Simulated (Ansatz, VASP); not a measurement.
# TiNCl in two plane-wave programs

Aim: how closely do two programs agree when they are given the same cell, functional and k mesh? The cell is a member of a volume series, scaled by 0.96 from a relaxed one, so a pressure remains.

Main program and level: Ansatz 0.2.0; plane waves, with VASP 6.6.1 beside it; single point at r2SCAN.

## Step 1: Set-up

The structure is orthorhombic, space group Pmmn (No. 59). The conventional cell has a = 3.221 Å, b = 3.882 Å, c = 7.930 Å, α = 90.00°, β = 90.00°, γ = 90.00°. Nearest to Ti lie 4 N at 1.97 to 1.98 Å and 2 Cl at 2.42 Å. Nearest to N lie 4 Ti at 1.97 to 1.98 Å. Nearest to Cl lie 2 Ti at 2.42 Å. Farther neighbours and most contacts between anions are not listed.

As a file:

```cif
data_structure
_symmetry_space_group_name_H-M 'P 1'
_symmetry_Int_Tables_number 1
_cell_length_a 3.2209
_cell_length_b 3.8818
_cell_length_c 7.9304
_cell_angle_alpha 90.000
_cell_angle_beta 90.000
_cell_angle_gamma 90.000
_cell_volume 99.15
loop_
_atom_site_label
_atom_site_type_symbol
_atom_site_fract_x
_atom_site_fract_y
_atom_site_fract_z
_atom_site_occupancy
Ti1 Ti 0.00000 0.50000 0.09662 1
Ti2 Ti 0.50000 0.00000 0.90338 1
N3 N 0.50000 0.50000 0.95374 1
N4 N 0.00000 0.00000 0.04626 1
Cl5 Cl 0.50000 0.50000 0.32436 1
Cl6 Cl 0.00000 0.00000 0.67564 1
```

## Step 2: VASP: single point, r2SCAN, volume scaled by 0.96

With cell and atoms fixed, the geometry can't cause a difference; cores, projectors, grids and the points listed under the comparison can.

Lines of VASP's logs that name or quote its potential files are left out, and so is its time.

Contents of INCAR:

```
SYSTEM = TiNCl
PREC = Accurate
ENCUT = 520
EDIFF = 1E-06
NELM = 100
ISMEAR = 0
SIGMA = 0.05
LREAL = .FALSE.
ALGO = Normal
METAGGA = R2SCAN
LASPH = .TRUE.
NBANDS = 30
LORBIT = 11
LWAVE = .FALSE.
LCHARG = .FALSE.
KPAR = 4
ISIF = 2
```

Contents of POSCAR:

```
TiNCl
1.0
    3.2208856420      0.0000000000      0.0000000000
    0.0000000000      3.8817946115      0.0000000000
    0.0000000000      0.0000000000      7.9303688403
Ti N Cl
2 2 2
Direct
    0.0000000000      0.5000000000      0.0966246197
    0.5000000000      0.0000000000      0.9033753803
    0.5000000000      0.5000000000      0.9537411180
    0.0000000000      0.0000000000      0.0462588820
    0.5000000000      0.5000000000      0.3243572331
    0.0000000000      0.0000000000      0.6756427669
```

Contents of KPOINTS:

```
Automatic mesh
0
Gamma
7 6 3
0 0 0
```

PAW data sets: Ti_sv, N and Cl (PBE family, release 64).

The run is started by

```bash
mpirun -np 4 vasp_std
```

Numbers of over 12 decimals in the logs are rounded to 6 here.

Log:

```text
[banner, memory and clock lines left out]
running    4 mpi-ranks, on    1 nodes
 distrk:  each k-point on    1 cores,    4 groups
 distr:  one band on    1 cores,    1 groups

 POSCAR found type information on POSCAR TiN Cl
 POSCAR found :  3 types and       6 ions
|                                                                             |
|               ----> ADVICE to this user running VASP <----                  |
|                                                                             |
|     You enforced a specific xc type in the INCAR file but a different       |
|     [... a line on the potential file left out ...]
|     I HOPE YOU KNOW WHAT YOU ARE DOING!                                     |
|                                                                             |

 LDA part: xc-table for (None), standard interpolation
 POSCAR, INCAR and KPOINTS ok, starting setup
 FFT: planning ... GRIDC
 FFT: planning ... GRID_SOFT
 FFT: planning ... GRID
 WAVECAR not read
 entering main loop
       N       E                     dE             d eps       ncg     rms          rms(c)
DAV:   1     0.596430864330E+03    0.59643E+03   -0.23803E+04  1920   0.173E+03
DAV:   2     0.134309847937E+02   -0.58300E+03   -0.55978E+03  2046   0.518E+02
DAV:   3    -0.859940431069E+02   -0.99425E+02   -0.96618E+02  3218   0.185E+02
DAV:   4    -0.937167675578E+02   -0.77227E+01   -0.77014E+01  2900   0.486E+01
DAV:   5    -0.941456512095E+02   -0.42888E+00   -0.42881E+00  2664   0.101E+01    0.307E+01
DAV:   6    -0.668192624704E+02    0.27326E+02   -0.78890E+01  2544   0.860E+01    0.975E+00
DAV:   7    -0.671815746032E+02   -0.36231E+00   -0.80470E+00  2482   0.229E+01    0.684E+00
DAV:   8    -0.672475128580E+02   -0.65938E-01   -0.22197E+00  2826   0.122E+01    0.304E+00
DAV:   9    -0.671741649768E+02    0.73348E-01   -0.42729E-01  2506   0.555E+00    0.105E+00
DAV:  10    -0.671723524893E+02    0.18125E-02   -0.40300E-02  2702   0.188E+00    0.327E-01
DAV:  11    -0.671730416380E+02   -0.68915E-03   -0.28948E-03  2456   0.420E-01    0.111E-01
DAV:  12    -0.671730065656E+02    0.35072E-04   -0.82429E-04  2818   0.162E-01    0.518E-02
DAV:  13    -0.671731023309E+02   -0.95765E-04   -0.63627E-04  2630   0.170E-01    0.410E-02
DAV:  14    -0.671730777679E+02    0.24563E-04   -0.10943E-04  2476   0.759E-02    0.131E-02
DAV:  15    -0.671730781238E+02   -0.35592E-06   -0.25971E-05  2618   0.357E-02    0.803E-03
DAV:  16    -0.671730773681E+02    0.75568E-06   -0.50303E-06  2076   0.185E-02
   1 F= -.67173077E+02 E0= -.67173077E+02  d E =-.454069E-29
```

From OUTCAR (step 2):

```text
ion  position               nearest neighbor table
   1  0.000  0.500  0.097-   3 1.97   3 1.97   4 1.98   4 1.98   5 2.42   5 2.42
   2  0.500  0.000  0.903-   4 1.97   4 1.97   3 1.98   3 1.98   6 2.42   6 2.42
   3  0.500  0.500  0.954-   1 1.97   1 1.97   2 1.98   2 1.98
   4  0.000  0.000  0.046-   2 1.97   2 1.97   1 1.98   1 1.98
   5  0.500  0.500  0.324-   1 2.42   1 2.42
   6  0.000  0.000  0.676-   2 2.42   2 2.42

  LATTYP: Found a simple orthorhombic cell.
 ALAT       =     3.2208856420
 B/A-ratio  =     1.2051947951
 C/A-ratio  =     2.4621702605

 Subroutine GETGRP returns: Found  8 space group operations
 (whereof  4 operations were pure point group operations)

The static configuration has the point symmetry C_2v.
 The point group associated with its full space group is D_2h.

 Found     32 irreducible k-points:

   k-points           NKPTS =     32   k-points in BZ     NKDIM =     32   number of bands    NBANDS=     30

   dimension x,y,z NGX =    24 NGY =   30 NGZ =   60
   dimension x,y,z NGXF=    48 NGYF=   60 NGZF=  120

   ENCUT  =  520.0 eV  38.22 Ry    6.18 a.u.   5.99  7.22 14.75*2*pi/ulx,y,z

   NELECT =      48.0000    total number of electrons

 k-points in reciprocal lattice and weights: Automatic mesh
   0.00000000  0.00000000  0.00000000       0.008
   0.14285714  0.00000000  0.00000000       0.016
   0.28571429  0.00000000  0.00000000       0.016
   0.42857143  0.00000000  0.00000000       0.016
   0.00000000  0.16666667  0.00000000       0.016
   0.14285714  0.16666667  0.00000000       0.032
   0.28571429  0.16666667  0.00000000       0.032
   0.42857143  0.16666667  0.00000000       0.032
   0.00000000  0.33333333  0.00000000       0.016
[...]
0.28571429  0.50000000  0.33333333       0.032
   0.42857143  0.50000000  0.33333333       0.032

 average (electrostatic) potential at core
       1 -82.0816       2 -82.0816       3 -66.8884       4 -66.8884       5 -94.5596
       6 -94.5596

 E-fermi :   4.0952

 k-point     1 :       0.0000    0.0000    0.0000
  band No.  band energies     occupation
    ...
     20       1.2063      2.00000
     21       1.6658      2.00000
     22       1.7319      2.00000
     23       2.7340      2.00000
     24       3.7073      2.00000
     25       4.6040      0.00000
     26       5.7850      0.00000
     27       6.2861      0.00000
     28       6.4431      0.00000
     29       6.4672      0.00000
    ...

 k-point     2 :       0.1429    0.0000    0.0000
  band No.  band energies     occupation
    ...
     20       1.0887      2.00000
     21       1.2327      2.00000
     22       1.9415      2.00000
     23       2.0818      2.00000
     24       2.8967      2.00000
     25       5.2854      0.00000
     26       6.0271      0.00000
     27       6.2623      0.00000
     28       6.4647      0.00000
     29       6.5526      0.00000
    ...

 k-point     3 :       0.2857    0.0000    0.0000
  band No.  band energies     occupation
    ...
     20       1.0519      2.00000
     21       1.3594      2.00000
     22       1.9637      2.00000
     23       2.0914      2.00000
     24       2.0961      2.00000
     25       5.9805      0.00000
     26       6.1733      0.00000
     27       6.1939      0.00000
     28       6.2776      0.00000
     29       6.4717      0.00000
    ...

  Total        3.8966538      3.5835638      3.0104391      0.0000000      0.0000000      0.0000000
  in kB       62.9652831     57.9061212     48.6451091      0.0000000      0.0000000      0.0000000
  external PRESSURE =      56.5055045 kB  Pullay stress =       0.0000000 kB

  energy-cutoff  :      520.00
  volume of cell :       99.15
      direct lattice vectors                 reciprocal lattice vectors
     3.220885642  0.000000000  0.000000000     0.310473612  0.000000000  0.000000000
     0.000000000  3.881794612  0.000000000     0.000000000  0.257612805  0.000000000
     0.000000000  0.000000000  7.930368840     0.000000000  0.000000000  0.126097540

 POSITION                                       TOTAL-FORCE (eV/Angst)
 -----------------------------------------------------------------------------------
      0.00000      1.94090      0.76627         0.000000      0.000000      0.335596
      1.61044      0.00000      7.16410         0.000000      0.000000     -0.335596
      1.61044      1.94090      7.56352         0.000000      0.000000     -0.313993
      0.00000      0.00000      0.36685         0.000000      0.000000      0.313993
      1.61044      1.94090      2.57227         0.000000      0.000000      0.407846
      0.00000      0.00000      5.35810         0.000000      0.000000     -0.407846
 -----------------------------------------------------------------------------------
    total drift:                                0.000000     -0.000000      0.000000

  FREE ENERGIE OF THE ION-ELECTRON SYSTEM (eV)
  ---------------------------------------------------
  free  energy   TOTEN  =       -67.1730773681 eV

  energy  without entropy=      -67.1730773681  energy(sigma->0) =      -67.17307737

 total charge
# of ion       s       p       d       tot
------------------------------------------
    1        2.215   6.274   1.838  10.328
    2        2.215   6.274   1.838  10.328
    3        1.287   2.544   0.000   3.831
    4        1.287   2.544   0.000   3.831
    5        1.613   3.577   0.000   5.190
    6        1.613   3.577   0.000   5.190
--------------------------------------------------
tot         10.230  24.789   3.677  38.696

[... 3 further parts left out ...]
```

This run has no spin polarisation, so a moment on Ti, if there is one, isn't seen. The scan keeps the cell's shape and the fractional positions fixed.

## Step 3: Ansatz: single point, r2SCAN, volume scaled by 0.96

Ansatz runs on its default PAW (the set named soft_2) files.

The same cell, functional, mesh and smearing now go to Ansatz, which takes its cutoff from its data sets.

Contents of input.yaml:

```yaml
crystal:
  lattice:
    - [3.220885642, 0.0, 0.0]
    - [0.0, 3.8817946115, 0.0]
    - [0.0, 0.0, 7.9303688403]
  atoms:
    - { symbol: Ti, position: [0.0, 0.5, 0.0966246197] }
    - { symbol: Ti, position: [0.5, 0.0, 0.9033753803] }
    - { symbol: "N", position: [0.5, 0.5, 0.953741118] }
    - { symbol: "N", position: [0.0, 0.0, 0.046258882] }
    - { symbol: Cl, position: [0.5, 0.5, 0.3243572331] }
    - { symbol: Cl, position: [0.0, 0.0, 0.6756427669] }
hamiltonian:
  xc: r2scan
  pseudopotentials: { kind: paw }
kpoints:
  mp_grid: { grid: [7, 6, 3] }
scf:
  occupations: { method: gaussian, width: 0.05 }
  n_extra_bands: 5
output:
  forces: true
  stress: true
  eigenvalues: true
```

The run is started by

```bash
ansatz run input.yaml --threads 4 --pin off --max-ram 9216MiB --backend cpu --events-out ev --progress --plain --runs-dir out
```

Log:

```text
scf.n_extra_bands = 5 over 24 filled bands (N_el = 48.0): the run solves 29 bands
Engine: ansatz 0.2.0, aarch64-unknown-linux-gnu
Pseudopotentials: kind: paw
Pseudopotential: Ti, paw, valence charge 12, recommended cutoff 500 eV (meta_gga), Ti.paw.azcp
Pseudopotential: N, paw, valence charge 5, recommended cutoff 500 eV (meta_gga), N.paw.azcp
Pseudopotential: Cl, paw, valence charge 7, recommended cutoff 500 eV (meta_gga), Cl.paw.azcp
Functional definition: r2SCAN
  parameter k0 = 0.174
  parameter k1 = 0.065
  parameter a1 = 4.9479
  exchange = r2scan_x(k0 = k0, k1 = k1, a1 = a1)
  correlation = r2scan_c
Crystal: 6 atoms, lattice volume = 99.152 Å³
Basis set: ecut = 500 eV, 2493 PW (Γ), exchange–correlation on 96×120×240 points (64 copies of the dense FFT grid, shifted against one another)
Bands: 29, of which v1, the nominal top of the filled ones, is band 24 counted from 1 (23 counted from 0)
Symmetry: 8 space group operations
Space group: Pmmn (ITA 59), of the structure as read, at distance tolerance 4.6e-5 Å
k-points: 32 of 126
Non-local potential: Ti, projectors of the file, l = 0: 3, l = 1: 2, l = 2: 3, l = 3: 1
Non-local potential: N, projectors of the file, l = 0: 2, l = 1: 2, l = 2: 1
Non-local potential: Cl, projectors of the file, l = 0: 2, l = 1: 2, l = 2: 2
PAW form: soft (Blöchl's): semilocal exchange-correlation on the pseudo side does not see the compensation charge
PAW frozen core: Ti, regenerated for the run's functional (the file was generated under x = pbe(κ = 0.804, μ = 0.219515), c = pbe(β = 0.066725))
PAW frozen core: N, regenerated for the run's functional (the file was generated under x = pbe(κ = 0.804, μ = 0.219515), c = pbe(β = 0.066725))
PAW frozen core: Cl, regenerated for the run's functional (the file was generated under x = pbe(κ = 0.804, μ = 0.219515), c = pbe(β = 0.066725))
PAW one-centre angular grid: Ti, 590 points (default); XC on 160 Gauss nodes
PAW one-centre angular grid: N, 302 points (default); XC on 160 Gauss nodes
PAW one-centre angular grid: Cl, 302 points (default); XC on 160 Gauss nodes
Initial density: superposition of atomic densities (neutral atoms: chi_scale 0, normalization atom), corrected by the library's trained network
Initial wavefunctions: pseudopotential atomic-orbital guess
Functional: x = r2scan, c = r2scan; τ floored in thin density (d = 2e-4 eV/Å³)
SCF iter   1: F=—  HF=-7956.223131 eV  |F-HF|=—  |Δ(HF+E_count)|=         —  Δρ=1.95e-2  dr2=4.57e-1  dr2_τ=3.61e-1  ethr=1.77e-3  ⟨swp⟩=5.9  Hψ=4076  notcnv=0
preconditioner: auto → Resta (q_TF=auto, 2.418 Å⁻¹)  ε∞=6.5  [insulator: Δε(μ)=1.175 eV  Ē_g=9.007 eV  σ=0.050 eV  W_gap=1.00  n_scr=22 (ndim 8)  ℏωp=21.1 eV  f_vac=0.121  D(μ)=0.00/eV (n_scr^D=0)  ε∞_Penn≈6.5]
SCF iter   2: F=—  HF=-7956.289350 eV  |F-HF|=—  |Δ(HF+E_count)|=   6.62e-2  Δρ=9.26e-3  dr2=5.97e-2  dr2_τ=2.59e-2  ethr=9.53e-4  ⟨swp⟩=2.4  Hψ=1768  notcnv=0  defer=32
SCF iter   3: F=—  HF=-7956.282918 eV  |F-HF|=—  |Δ(HF+E_count)|=   6.43e-3  Δρ=3.40e-3  dr2=6.90e-3  dr2_τ=5.11e-4  ethr=1.24e-4  ⟨swp⟩=2.1  Hψ=1470  notcnv=0  defer=32
SCF iter   4: F=—  HF=-7956.283939 eV  |F-HF|=—  |Δ(HF+E_count)|=   1.02e-3  Δρ=9.58e-4  dr2=9.30e-4  dr2_τ=1.40e-4  ethr=1.44e-5  ⟨swp⟩=2.0  Hψ=1412  notcnv=0  defer=32
SCF iter   5: F=—  HF=-7956.283883 eV  |F-HF|=—  |Δ(HF+E_count)|=   5.60e-5  Δρ=1.63e-4  dr2=4.85e-5  dr2_τ=1.99e-6  ethr=1.94e-6  ⟨swp⟩=2.0  Hψ=1318  notcnv=0  defer=32
SCF iter   6: F=—  HF=-7956.283891 eV  |F-HF|=—  |Δ(HF+E_count)|=   7.81e-6  Δρ=6.59e-5  dr2=9.28e-6  dr2_τ=5.28e-7  ethr=1.01e-7  ⟨swp⟩=2.0  Hψ=1319  notcnv=0  defer=31
SCF iter   7: F=—  HF=-7956.283892 eV  |F-HF|=—  |Δ(HF+E_count)|=   1.19e-6  Δρ=1.56e-5  dr2=2.93e-7  dr2_τ=2.14e-8  ethr=1.93e-8  ⟨swp⟩=2.0  Hψ=1238  notcnv=0  defer=31
SCF iter   8: F=-7956.283892 eV  HF=-7956.283892 eV  |F-HF|=2.54e-8  |Δ(HF+E_count)|=   2.06e-7  Δρ=6.29e-6  dr2=5.04e-8  dr2_τ=2.31e-9  ethr=2.08e-10  ⟨swp⟩=10.7  Hψ=4180  notcnv=0
SCF 1 converged in 8 iterations: F = -7956.283892 eV  dr2 = 5.04e-8
  greatest PAW one-centre occupation: 1.000 electrons in one spin orbital (limit 2), on the Ti atom at site 1 (counted from 0), in its partial waves of l = 1
SCF converged after 8 iterations
Free energy (F): -7956.283892 eV
Harris-Foulkes:  -7956.283892 eV  (|F-HF|=2.54e-8)
Internal energy: -7956.283892 eV  (E = F + TS)
E sigma→0 (E₀):  -7956.283892 eV
Fermi energy:    6.931653 eV
--- Per-component energies (eV) ---
  E_band       = -545.179118
  E_kinetic    = 1135.750739
  E_local      = -5239.563434  (includes V_loc(G=0)·N_el)
  E_nonlocal   = 154.251320
  E_hartree    = 2228.314072
  E_xc         = -517.910009
  E_vxc        = -710.478971  (∫ρ·V_xc dr)
  E_paw        = -3700.639229  (= ΣΔE_a)
  E_vpaw       = -384.106959  (= ΣTr[D̂ρ^β])
  E_aug_tail   = 0.000320  (compensation charges beyond the density's cutoff)
  E_vtau       = 42.346362  (kinetic-family band-sum trace: ∫τ·v_τ [+ j·A + Jᵃ·Aᵃ] dr)
  E_ewald      = -2015.648815
  E_core_change = -0.838857  (= ΣΔE_core)
  E_smearing   = -0.000000  (= −TS)
  E_closure    = -0.000000  (closes the sum)
  Σ components = -7956.283892   (vs F -7956.283892, Δ=0.00e0)
--- Forces (eV/Å), atoms counted from 1 ---
  atom   1  Ti     0.00000000     0.00000000     0.21161380
  atom   2  Ti     0.00000000    -0.00000000    -0.21161380
  atom   3  N      0.00000000    -0.00000000    -0.23831147
  atom   4  N      0.00000000     0.00000000     0.23831147
  atom   5  Cl     0.00000000     0.00000000     0.40839672
  atom   6  Cl     0.00000000    -0.00000000    -0.40839672
  max |Σ_I F_I| component: 5.55e-17 eV/Å
--- Stress (GPa, compression-positive) ---
        5.803466       0.000000      -0.000000
        0.000000       5.131257       0.000000
       -0.000000       0.000000       4.645225
  P = ⅓ Tr σ = 5.1933 GPa (51.933 kbar)
--- Band table (eV; the first three rows and the last of 32) ---
  k-point 0: bands = [... 20 lower, 4.4648, 4.5306, 5.5318, 6.4976, 7.3660, 8.5627, 9.0565, 9.2187, ... 1 higher]
  k-point 1: bands = [... 20 lower, 4.2232, 4.5581, 5.4581, 6.4971, 7.3661, 8.5579, 8.9967, 9.2125, ... 1 higher]
  k-point 2: bands = [... 20 lower, 4.4878, 4.5124, 5.2123, 5.6050, 7.9038, 8.6703, 8.8249, 8.9388, ... 1 higher]
  k-point 31: bands = [... 20 lower, 3.9953, 3.9953, 4.2233, 4.2233, 8.6833, 8.6833, 9.0562, 9.0562, ... 1 higher]
```

It took 4.1 s on 4 threads of Arm Neoverse V1, shared host; peak memory 0.62 GiB; 16 s of CPU time.

The run ends at a pressure of 5.19 GPa, with forces up to 0.41 eV/Å.

## Step 4: Comparison

Known differences besides the potentials themselves: VASP keeps PBE cores, Ansatz makes them for the functional; the cutoff is 500 eV in Ansatz and 520 eV in VASP. Total energies have different zeros and are not compared.

Compared:

```csv
quantity,Ansatz,VASP,difference
pressure (GPa),5.19,5.65,-0.46
gap on the k mesh (eV),0.868,0.897,-0.028
```

Forces (eV/Å; atoms numbered as in POSCAR):

```csv
atom,"Ansatz x, y, z","VASP x, y, z"
Ti1,"0.000, 0.000, 0.212","0.000, 0.000, 0.336"
Ti2,"0.000, 0.000, -0.212","0.000, 0.000, -0.336"
N3,"0.000, 0.000, -0.238","0.000, 0.000, -0.314"
N4,"0.000, 0.000, 0.238","0.000, 0.000, 0.314"
Cl5,"0.000, 0.000, 0.408","0.000, 0.000, 0.408"
Cl6,"0.000, 0.000, -0.408","0.000, 0.000, -0.408"
```

The forces differ by 48 meV/Å r.m.s., which is 23.6 % of the r.m.s. force of 0.20 eV/Å (both taken over all components). A gap on the mesh is an upper bound, since the band edges may lie between its points.

## Step 5: Further runs

Further runs change the set-up of one program: Ansatz's method, potentials or start, or VASP's data sets, cutoff or form of LDA. The table gives Ansatz less VASP for each quantity, since a change that brings one quantity closer may part another.

```
                                        run  r.m.s. force difference (meV/Å)  pressure (GPa)  gap on the k mesh (eV)
                                   as above                               48           -0.46                  -0.028
                       cores kept as stored                               49           -0.51                  -0.027
          Ansatz's all-electron LAPW method                               47           -0.48                  -0.030
    Ansatz's larger PAW set (cutoff 910 eV)                               47           -0.46                  -0.031
norm-conserving potentials (cutoff 1252 eV)                               42           -0.43                  -0.026
```

(Part 1 of 2 ends here.)

[Lines on the potential files, build, host, timing and source positions are cut from VASP's logs without a mark.]

[Logs are printed without paths, hosts, clocks, repeated set-up lines and the standing remarks that a program may print on its own settings, such as how far it seeks lower states.]

[Hosts, paths, dates, database ids (printed as entryN), source tags and the programs' standing remarks are cut or masked in the printed files.]
